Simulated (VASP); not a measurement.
Input:

```yaml
crystal:
  lattice:
    - [0.00000, 3.22404, 3.22404]
    - [3.22404, 0.00000, 3.22404]
    - [3.22404, 3.22404, 0.00000]
  atoms:
    - { symbol: Ba, position: [0.00000, 0.00000, 0.00000] }
    - { symbol: S, position: [0.50000, 0.50000, 0.50000] }
```

All values below come from TPSS meta-GGA, VASP's PBE PAW potentials (set 64) (plane waves; VASP). Settings: 520 eV cut-off, 8×8×8 Γ-centred mesh, tetrahedra with Blöchl corrections, potentials Ba_sv S.

Unless said otherwise, spin-orbit coupling is left out, though it shifts the bands of the heavy elements here.

Task: Give the energies of bands 6 to 11 at the high-symmetry points, in eV from the valence-band maximum.

Result: 
```
band     Γ      X      U      L      W
----  ----  -----  -----  -----  -----
6     0.00  -0.57  -0.93  -1.88  -1.07
7     0.00  -0.15  -0.59  -1.03  -0.52
8     0.00  -0.15  -0.57  -1.03  -0.52
9     3.63   2.24   3.40   5.60   4.38
10    4.03   6.12   6.02   5.67   4.38
11    4.03   6.14   6.71   6.42   6.43
```

The gap is indirect, 2.24 eV, from the valence maximum at Γ to the conduction minimum at X.

The compound is BaS in the rock salt structure. It was relaxed first.
